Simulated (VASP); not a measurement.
# What goes wrong when the modes of MnSi (Brownleeite) are computed with a bad input, part 2 of 3

Some phonon runs on MnSi (Brownleeite) get a fault in the input on purpose. Which of them show, and how? The starting structure is a measured crystal structure from the Crystallography Open Database.

VASP 6.6.1.

## 2. Reference modes (continued)

Level of this step: LDA, DFT+U (Mn d 3.9 eV), spin-polarised from a ferromagnetic start; plane waves and PAW (Mn_pv, Si) (VASP).

Parts of OUTCAR (step 2):

```text
ion  position               nearest neighbor table
   1  0.859  0.641  0.359-   5 2.37   6 2.43   7 2.43   8 2.43   7 2.55   8 2.55   6 2.55   3 2.83
                             3 2.83   2 2.83   4 2.83   4 2.83   2 2.83
   2  0.641  0.359  0.859-   6 2.37   5 2.43   7 2.43   8 2.43   5 2.55   7 2.55   8 2.55   4 2.83
                             4 2.83   3 2.83   3 2.83   1 2.83   1 2.83
   3  0.359  0.859  0.641-   7 2.37   6 2.43   5 2.43   8 2.43   6 2.55   5 2.55   8 2.55   1 2.83
                             1 2.83   2 2.83   2 2.83   4 2.83   4 2.83
   4  0.141  0.141  0.141-   8 2.37   6 2.43   7 2.43   5 2.43   6 2.55   5 2.55   7 2.55   2 2.83
                             2 2.83   3 2.83   3 2.83   1 2.83   1 2.83
   5  0.155  0.345  0.655-   1 2.37   2 2.43   3 2.43   4 2.43   3 2.55   4 2.55   2 2.55   8 2.85
                             6 2.85   6 2.85   8 2.85   7 2.85   7 2.85
   6  0.345  0.655  0.155-   2 2.37   1 2.43   3 2.43   4 2.43   1 2.55   3 2.55   4 2.55   8 2.85
                             5 2.85   5 2.85   7 2.85   7 2.85   8 2.85
   7  0.655  0.155  0.345-   3 2.37   2 2.43   1 2.43   4 2.43   2 2.55   1 2.55   4 2.55   8 2.85
                             8 2.85   5 2.85   6 2.85   6 2.85   5 2.85
   8  0.845  0.845  0.845-   4 2.37   2 2.43   3 2.43   1 2.43   2 2.55   1 2.55   3 2.55   5 2.85
                             6 2.85   7 2.85   7 2.85   5 2.85   6 2.85

  LATTYP: Found a simple cubic cell.
 ALAT       =     4.6076859470

 Subroutine GETGRP returns: Found 12 space group operations
 (whereof  3 operations were pure point group operations)

The static configuration has the point symmetry C_3 .
 The point group associated with its full space group is T   .

 Found     24 irreducible k-points:

   k-points           NKPTS =     24   k-points in BZ     NKDIM =     24   number of bands    NBANDS=     56

   dimension x,y,z NGX =    32 NGY =   32 NGZ =   32
   dimension x,y,z NGXF=    64 NGYF=   64 NGZF=   64

   ENCUT  =  450.0 eV  33.07 Ry    5.75 a.u.   7.97  7.97  7.97*2*pi/ulx,y,z

   NELECT =      68.0000    total number of electrons

 k-points in reciprocal lattice and weights: Automatic mesh
   0.00000000  0.00000000  0.00000000       0.005
   0.16666667  0.00000000  0.00000000       0.028
   0.33333333  0.00000000  0.00000000       0.028
   0.50000000  0.00000000  0.00000000       0.014
   0.16666667  0.16666667  0.00000000       0.056
   0.33333333  0.16666667  0.00000000       0.056
  -0.16666667  0.33333333  0.00000000       0.056
   0.50000000  0.16666667  0.00000000       0.028
  -0.16666667  0.50000000  0.00000000       0.028
[...]
0.50000000  0.50000000  0.33333333       0.028
   0.50000000  0.50000000  0.50000000       0.005

atom =   1  type =  1  l = 2

 onsite density matrix

spin component  1

  0.8265 -0.0124  0.0026  0.0123  0.0046
 -0.0124  0.8264 -0.0054  0.0124 -0.0001
  0.0026 -0.0054  0.8070 -0.0028  0.0001
  0.0123  0.0124 -0.0028  0.8265  0.0048
  0.0046 -0.0001  0.0001  0.0048  0.8070

spin component  2

  0.2436 -0.0095  0.0113  0.0095 -0.0210
 -0.0095  0.2430  0.0126  0.0094  0.0201
  0.0113  0.0126  0.2184  0.0243 -0.0002
  0.0095  0.0094  0.0243  0.2433 -0.0013
 -0.0210  0.0201 -0.0002 -0.0013  0.2179

 occupancies and eigenvectors

  o =  0.2012  v =  0.0000  0.0000  0.0000  0.0000  0.0000 -0.2993 -0.0752  0.8085 -0.3933 -0.3104      0.0000  0.0000  0.0000  0.0000  0.0000  0.0000  0.0000  0.0000  0.0000  0.0000
  o =  0.2015  v =  0.0000  0.0000  0.0000  0.0000  0.0000 -0.2590  0.4004 -0.3107  0.1236 -0.8129      0.0000  0.0000  0.0000  0.0000  0.0000  0.0000  0.0000  0.0000  0.0000  0.0000
  o =  0.2244  v =  0.0000  0.0000  0.0000  0.0000  0.0000  0.5839  0.5765 -0.0034 -0.5715  0.0124      0.0000  0.0000  0.0000  0.0000  0.0000  0.0000  0.0000  0.0000  0.0000  0.0000
  o =  0.2690  v =  0.0000  0.0000  0.0000  0.0000  0.0000  0.3688 -0.7082 -0.2585 -0.3452 -0.4200      0.0000  0.0000  0.0000  0.0000  0.0000  0.0000  0.0000  0.0000  0.0000  0.0000
  o =  0.2701  v =  0.0000  0.0000  0.0000  0.0000  0.0000 -0.6053 -0.0095 -0.4277 -0.6199  0.2574      0.0000  0.0000  0.0000  0.0000  0.0000  0.0000  0.0000  0.0000  0.0000  0.0000
  o =  0.8017  v = -0.5707 -0.5771  0.0117  0.5822 -0.0460  0.0000  0.0000  0.0000  0.0000  0.0000      0.0000  0.0000  0.0000  0.0000  0.0000  0.0000  0.0000  0.0000  0.0000  0.0000
  o =  0.8056  v = -0.0556 -0.1430 -0.7384 -0.1304  0.6436  0.0000  0.0000  0.0000  0.0000  0.0000      0.0000  0.0000  0.0000  0.0000  0.0000  0.0000  0.0000  0.0000  0.0000  0.0000
  o =  0.8058  v =  0.1719 -0.0890 -0.6453  0.0348 -0.7382  0.0000  0.0000  0.0000  0.0000  0.0000      0.0000  0.0000  0.0000  0.0000  0.0000  0.0000  0.0000  0.0000  0.0000  0.0000
  o =  0.8401  v = -0.7920  0.2941 -0.0690 -0.4979 -0.1831  0.0000  0.0000  0.0000  0.0000  0.0000      0.0000  0.0000  0.0000  0.0000  0.0000  0.0000  0.0000  0.0000  0.0000  0.0000
  o =  0.8402  v =  0.1198 -0.7430  0.1830 -0.6284 -0.0721  0.0000  0.0000  0.0000  0.0000  0.0000      0.0000  0.0000  0.0000  0.0000  0.0000  0.0000  0.0000  0.0000  0.0000  0.0000

atom =   2  type =  1  l = 2

 onsite density matrix

spin component  1

  0.8270  0.0124  0.0027 -0.0124  0.0045
  0.0124  0.8269  0.0054  0.0122 -0.0000
  0.0027  0.0054  0.8074  0.0026  0.0002
 -0.0124  0.0122  0.0026  0.8275 -0.0035
  0.0045 -0.0000  0.0002 -0.0035  0.8072

spin component  2

  0.2425  0.0103  0.0112 -0.0101 -0.0215
  0.0103  0.2420 -0.0128  0.0103 -0.0203
  0.0112 -0.0128  0.2178 -0.0236 -0.0001
 -0.0101  0.0103 -0.0236  0.2402 -0.0020
 -0.0215 -0.0203 -0.0001 -0.0020  0.2179

 occupancies and eigenvectors

  o =  0.1998  v =  0.0000  0.0000  0.0000  0.0000  0.0000  0.1474  0.3679  0.5906  0.3189  0.6265      0.0000  0.0000  0.0000  0.0000  0.0000  0.0000  0.0000  0.0000  0.0000  0.0000
  o =  0.2019  v =  0.0000  0.0000  0.0000  0.0000  0.0000 -0.4089 -0.0649  0.6319  0.2681 -0.5979      0.0000  0.0000  0.0000  0.0000  0.0000  0.0000  0.0000  0.0000  0.0000  0.0000
  o =  0.2212  v =  0.0000  0.0000  0.0000  0.0000  0.0000  0.5301 -0.6106 -0.0155  0.5860 -0.0499      0.0000  0.0000  0.0000  0.0000  0.0000  0.0000  0.0000  0.0000  0.0000  0.0000
  o =  0.2675  v =  0.0000  0.0000  0.0000  0.0000  0.0000 -0.5979  0.0760 -0.4518  0.6255  0.2036      0.0000  0.0000  0.0000  0.0000  0.0000  0.0000  0.0000  0.0000  0.0000  0.0000
  o =  0.2700  v =  0.0000  0.0000  0.0000  0.0000  0.0000  0.4155  0.6942 -0.2180  0.3030 -0.4540      0.0000  0.0000  0.0000  0.0000  0.0000  0.0000  0.0000  0.0000  0.0000  0.0000
[...]
2.954107  1.653578  3.957421     0.117385   -0.139485   -0.207020
      1.653578  3.957421  2.954107     0.018557    0.037695   -0.236262
      0.650265  0.650265  0.650265     0.088483   -0.198627   -0.007142
      0.715295  1.588548  3.019138    -0.066230   -0.000855   -0.079880
      1.588548  3.019138  0.715295    -0.399985    0.425498    0.420296
      3.019138  0.715295  1.588548    -0.221688   -0.283139    0.280722
      3.892391  3.892391  3.892391     0.112067    0.143214    0.059693

   4 f  =   10.774739 THz    67.699680 2PiTHz  359.406597 cm-1    44.560719 meV
             X         Y         Z           dx          dy          dz
      3.957421  2.954107  1.653578    -0.005787    0.005787   -0.005787
      2.954107  1.653578  3.957421     0.005787   -0.005787   -0.005787
      1.653578  3.957421  2.954107    -0.005787   -0.005787    0.005787
      0.650265  0.650265  0.650265     0.005787    0.005787    0.005787
      0.715295  1.588548  3.019138     0.288617   -0.288617    0.288617
      1.588548  3.019138  0.715295    -0.288617    0.288617    0.288617
      3.019138  0.715295  1.588548     0.288617    0.288617   -0.288617
      3.892391  3.892391  3.892391    -0.288617   -0.288617   -0.288617

   5 f  =    9.548894 THz    59.997468 2PiTHz  318.516808 cm-1    39.491033 meV
             X         Y         Z           dx          dy          dz
      3.957421  2.954107  1.653578    -0.158339    0.216354    0.118716
      2.954107  1.653578  3.957421     0.261344    0.079517   -0.136753
      1.653578  3.957421  2.954107     0.144964   -0.094857    0.220187
      0.650265  0.650265  0.650265    -0.274719   -0.231695   -0.238224
      0.715295  1.588548  3.019138    -0.313329    0.021011    0.289554
      1.588548  3.019138  0.715295     0.093162    0.301816   -0.264394
      3.019138  0.715295  1.588548     0.331986   -0.280418    0.081326
      3.892391  3.892391  3.892391    -0.074505    0.000388   -0.056166

   6 f  =    9.548894 THz    59.997468 2PiTHz  318.516808 cm-1    39.491033 meV
             X         Y         Z           dx          dy          dz
      3.957421  2.954107  1.653578    -0.132860    0.231661   -0.304554
      2.954107  1.653578  3.957421    -0.038306    0.200832    0.300491
      1.653578  3.957421  2.954107     0.115142   -0.180606   -0.170135
      0.650265  0.650265  0.650265     0.020588   -0.211435    0.166071
      0.715295  1.588548  3.019138     0.124012    0.153914   -0.087160
      1.588548  3.019138  0.715295     0.215593    0.217179    0.092828
      3.019138  0.715295  1.588548    -0.099297   -0.245393   -0.363003
      3.892391  3.892391  3.892391    -0.190878   -0.182128    0.368671

   7 f  =    9.548894 THz    59.997468 2PiTHz  318.516808 cm-1    39.491033 meV
             X         Y         Z           dx          dy          dz
      3.957421  2.954107  1.653578     0.261154    0.102216    0.063855
      2.954107  1.653578  3.957421    -0.202870    0.253511   -0.043913
      1.653578  3.957421  2.954107    -0.276861   -0.263264    0.183020
      0.650265  0.650265  0.650265     0.187163   -0.111969   -0.163078
      0.715295  1.588548  3.019138     0.159755    0.339035    0.218260
      1.588548  3.019138  0.715295    -0.289683    0.028561   -0.246078
      3.019138  0.715295  1.588548    -0.137844   -0.014957   -0.026279
      3.892391  3.892391  3.892391     0.311593   -0.325430   -0.001539

   8 f  =    8.406118 THz    52.817199 2PiTHz  280.397925 cm-1    34.764896 meV
             X         Y         Z           dx          dy          dz
      3.957421  2.954107  1.653578     0.282218    0.232041   -0.091806
      2.954107  1.653578  3.957421     0.223563    0.118286    0.220478
      1.653578  3.957421  2.954107    -0.142470    0.295746    0.031741
      0.650265  0.650265  0.650265    -0.083815    0.181991    0.096931
      0.715295  1.588548  3.019138    -0.260858   -0.367737   -0.091639
      1.588548  3.019138  0.715295    -0.300246   -0.254099   -0.088319
      3.019138  0.715295  1.588548     0.065409   -0.324958   -0.215059
      3.892391  3.892391  3.892391     0.104797   -0.211321    0.035101

   9 f  =    8.406118 THz    52.817199 2PiTHz  280.397925 cm-1    34.764896 meV
             X         Y         Z           dx          dy          dz
      3.957421  2.954107  1.653578    -0.043782    0.202309    0.306781
      2.954107  1.653578  3.957421    -0.222821   -0.144916    0.085976
      1.653578  3.957421  2.954107    -0.182405    0.099201    0.106815
      0.650265  0.650265  0.650265    -0.003367   -0.248023    0.285941
      0.715295  1.588548  3.019138     0.238471   -0.106846   -0.367534
      1.588548  3.019138  0.715295     0.118244    0.240020   -0.181769
      3.019138  0.715295  1.588548     0.077870   -0.176084   -0.167775
      3.892391  3.892391  3.892391     0.198098    0.170782   -0.381528

  10 f  =    8.406118 THz    52.817199 2PiTHz  280.397925 cm-1    34.764896 meV
             X         Y         Z           dx          dy          dz
      3.957421  2.954107  1.653578     0.147103   -0.091823   -0.025700
      2.954107  1.653578  3.957421     0.059781   -0.261172    0.217257
      1.653578  3.957421  2.954107     0.222786    0.076792    0.301308
      0.650265  0.650265  0.650265     0.310108   -0.092558   -0.109750
      0.715295  1.588548  3.019138    -0.147923   -0.012266    0.057601
      1.588548  3.019138  0.715295    -0.206561    0.156910   -0.325510
      3.019138  0.715295  1.588548    -0.369398    0.100962   -0.269069
      3.892391  3.892391  3.892391    -0.310760    0.270137    0.001160

  11 f  =    8.320224 THz    52.277508 2PiTHz  277.532794 cm-1    34.409665 meV
             X         Y         Z           dx          dy          dz
      3.957421  2.954107  1.653578    -0.201554   -0.193425    0.008129
      2.954107  1.653578  3.957421     0.201554    0.193425    0.008129
      1.653578  3.957421  2.954107    -0.201554    0.193425   -0.008129
      0.650265  0.650265  0.650265     0.201554   -0.193425   -0.008129
    [... 144 further lines ...]
      1.588548  3.019138  0.715295     0.281891    0.070292   -0.012859
      3.019138  0.715295  1.588548     0.281895    0.070306   -0.012862
      3.892391  3.892391  3.892391     0.281894    0.070306   -0.012845

 ELASTIC MODULI CONTR FROM IONIC RELAXATION (kBar)
 Direction    XX          YY          ZZ          XY          YZ          ZX
 --------------------------------------------------------------------------------
 XX        -343.2550    167.8018    167.8018     -0.0000     -0.0000     -0.0000
 YY         167.8018   -343.2550    167.8018      0.0000      0.0000      0.0000
 ZZ         167.8018    167.8018   -343.2550     -0.0000     -0.0000      0.0000
 XY           0.0000      0.0000     -0.0000   -246.5771     -0.0000     -0.0000
 YZ           0.0000      0.0000     -0.0000     -0.0000   -246.5771     -0.0000
 ZX          -0.0000     -0.0000      0.0000     -0.0000      0.0000   -246.5771
 --------------------------------------------------------------------------------

 total charge
# of ion       s       p       d       tot
------------------------------------------
    1        0.325   6.363   5.224  11.911
    2        0.325   6.363   5.224  11.911
    3        0.325   6.363   5.224  11.911
    4        0.325   6.363   5.224  11.911
    5        0.760   0.900   0.000   1.660
    6        0.760   0.900   0.000   1.660
    7        0.760   0.900   0.000   1.660
    8        0.760   0.900   0.000   1.660
--------------------------------------------------
tot          4.340  29.048  20.897  54.285

 magnetization (x)
# of ion       s       p       d       tot
------------------------------------------
    1       -0.006  -0.009   2.930   2.914
    2       -0.006  -0.009   2.930   2.914
    3       -0.006  -0.009   2.930   2.914
    4       -0.006  -0.009   2.930   2.914
    5       -0.044  -0.134   0.000  -0.178
    6       -0.044  -0.134   0.000  -0.178
    7       -0.044  -0.134   0.000  -0.178
    8       -0.044  -0.134   0.000  -0.178
--------------------------------------------------
tot         -0.202  -0.572  11.719  10.944

[... 6 further parts left out ...]
[key lines of the parts left out:]
E-fermi :  10.6891
```

The last energy, forces, stress and levels in OUTCAR belong to the last displaced cell, not to the cell of POSCAR.

Reference: the zone-centre modes are at the top T (5) 415.7, A (2) 359.4, T (4) 318.5, T (3) 280.4 cm⁻¹, at the bottom A (1) 236.5, T (2) 182.5, T (1) 171.3, E (1) 149.9 cm⁻¹, with 1 more of the listed ones between.

## 3. Modes with low precision and real-space projectors

A slip made on purpose: low precision and real-space projectors. Against step 2 the input has PREC = Low and LREAL = Auto (also changed: NELM).

File INCAR:

```
SYSTEM = MnSi
PREC = Low
ENCUT = 450
EDIFF = 1E-08
NELM = 60
ISMEAR = 0
SIGMA = 0.05
LREAL = Auto
ALGO = Normal
GGA = CA
NBANDS = 56
ISPIN = 2
MAGMOM = 4 4 4 4 0 0 0 0
LDAU = .TRUE.
LDAUTYPE = 2
LDAUL = 2 -1
LDAUU = 3.9 0
LDAUJ = 0 0
LDAUPRINT = 1
LASPH = .TRUE.
LMAXMIX = 4
LORBIT = 11
LWAVE = .FALSE.
LCHARG = .FALSE.
KPAR = 8
IBRION = 6
NFREE = 2
POTIM = 0.015
NSW = 1
ISIF = 2
```

File POSCAR:

```
MnSi
1.0
    4.6076859470      0.0000000000      0.0000000000
    0.0000000000      4.6076859470      0.0000000000
    0.0000000000      0.0000000000      4.6076859470
Mn Si
4 4
Direct
    0.8588739493      0.6411260507      0.3588739493
    0.6411260507      0.3588739493      0.8588739493
    0.3588739493      0.8588739493      0.6411260507
    0.1411260507      0.1411260507      0.1411260507
    0.1552395211      0.3447604789      0.6552395211
    0.3447604789      0.6552395211      0.1552395211
    0.6552395211      0.1552395211      0.3447604789
    0.8447604789      0.8447604789      0.8447604789
```

File KPOINTS:

```
Automatic mesh
0
Gamma
6 6 6
0 0 0
```

Potentials, in the order of the species: Mn_pv and Si (LDA family, release 64).

Command:

```sh
> mpirun -np 8 vasp_std
```

Log:

```text
[banner, memory and clock lines left out]
running    8 mpi-ranks, on    1 nodes
[...]
[... a notice as in an earlier step ...]

|                                                                             |
|               ----> ADVICE to this user running VASP <----                  |
|                                                                             |
|     You have a (more or less) 'small supercell' and for smaller cells       |
|     it is recommended to use the reciprocal-space projection scheme!        |
|     The real-space optimization is not efficient for small cells and it     |
|     is also less accurate ...                                               |
|     Therefore, set LREAL=.FALSE. in the INCAR file.                         |
|                                                                             |

 LDA part: xc-table for (Slater(with rela. corr.)+CA(PZ))
 , standard interpolation
 POSCAR, INCAR and KPOINTS ok, starting setup
[...]
entering main loop
       N       E                     dE             d eps       ncg     rms          rms(c)
DAV:   1     0.755537674299E+03    0.75554E+03   -0.32227E+04  5408   0.131E+03
DAV:   2    -0.178517257447E+01   -0.75732E+03   -0.71101E+03  5376   0.411E+02
DAV:   3    -0.552590978604E+02   -0.53474E+02   -0.51465E+02  5840   0.121E+02
DAV:   4    -0.564498385740E+02   -0.11907E+01   -0.11841E+01  6240   0.177E+01
[...]
DAV:  17    -0.523632276414E+02   -0.43057E-06   -0.24662E-07  6088   0.249E-03    0.229E-03
DAV:  18    -0.523632277309E+02   -0.89505E-07   -0.10259E-07  5600   0.138E-03    0.820E-04
DAV:  19    -0.523632277375E+02   -0.66102E-08   -0.14672E-08  4024   0.615E-04
   1 F= -.52363228E+02 E0= -.52360865E+02  d E =-.472578E-02  mag=    10.3134
[... from here on, the cycles between the ionic steps are left out ...]
   2 F= -.52359105E+02 E0= -.52356756E+02  d E =-.469913E-02  mag=    10.3077
   3 F= -.52363571E+02 E0= -.52361185E+02  d E =-.477234E-02  mag=    10.3191
   4 F= -.52361321E+02 E0= -.52358934E+02  d E =-.477289E-02  mag=    10.3119
   5 F= -.52359784E+02 E0= -.52357439E+02  d E =-.468876E-02  mag=    10.3153
 Finite differences progress:
  Degree of freedom:   2/  2
  Displacement:        2/  2
  Total:               4/  4
```

Elapsed: 4.5 min, on 8 MPI ranks of AMD EPYC 7R43, shared host; peak memory 7.9 GiB; 36 min of CPU time.

From OUTCAR (step 3):

```text
  Total        1.0550523      1.0904907      1.1073119     -0.0861125     -0.0284877      0.0210451
  in kB       17.2796908     17.8601017     18.1356010     -1.4103533     -0.4665725      0.3446772
  external PRESSURE =      17.7584645 kB  Pullay stress =       0.0000000 kB

 POSITION                                       TOTAL-FORCE (eV/Angst)
 -----------------------------------------------------------------------------------
      3.95742      2.95411      1.65358        -0.167195      0.157132     -0.160245
      2.95411      1.65358      3.95742         0.042924     -0.131498     -0.138519
      1.65358      3.95742      2.95411        -0.161571     -0.117783      0.129573
      0.65026      0.65026      0.65026         0.125250      0.138338      0.127569
      0.70029      1.58855      3.01914         0.156460      0.021416     -0.019364
      1.58855      3.01914      0.71529         0.051632     -0.065965     -0.065748
      3.01914      0.71529      1.58855        -0.089320     -0.064723      0.061153
      3.89239      3.89239      3.89239         0.041821      0.063082      0.065581
 -----------------------------------------------------------------------------------
    total drift:                                0.099087     -0.003507      0.007812

  FREE ENERGIE OF THE ION-ELECTRON SYSTEM (eV)
  ---------------------------------------------------
  free  energy   TOTEN  =       -52.3597837011 eV

  energy  without entropy=      -52.3550949446  energy(sigma->0) =      -52.35743932

 magnetization (x)
# of ion       s       p       d       tot
------------------------------------------
    1       -0.006  -0.009   2.932   2.917
    2       -0.006  -0.009   2.932   2.917
    3       -0.006  -0.009   2.932   2.917
    4       -0.006  -0.009   2.932   2.917
    5       -0.045  -0.134   0.000  -0.178
    6       -0.045  -0.134   0.000  -0.178
    7       -0.045  -0.134   0.000  -0.178
    8       -0.045  -0.134   0.000  -0.178
--------------------------------------------------
tot         -0.203  -0.572  11.729  10.955

[... 2 parts as in an earlier step ...]

[... 1 further part left out ...]
[key lines of the parts left out:]
E-fermi :  10.6907
```

Three frequencies should lie near zero, those of the translations, and here fewer than three do (the smallest in size are -60.3, -60.3 and -60.3 cm⁻¹), so no mode of this run is used. As printed, the frequencies run from -60.3 to 403.7 cm⁻¹, imaginary ones as negative numbers.

The last energy, forces and stress in OUTCAR belong to the last displaced cell, not to that of POSCAR.

[end of part 2 of 3]

[Lines on the potential files, build, host, timing and source positions are cut from VASP's logs without a mark.]

[Logs are printed without paths, hosts, clocks, repeated set-up lines and the standing remarks that a program may print on its own settings, such as how far it seeks lower states.]

[Hosts, paths, dates, database ids (printed as entryN), source tags and the programs' standing remarks are cut or masked in the printed files.]
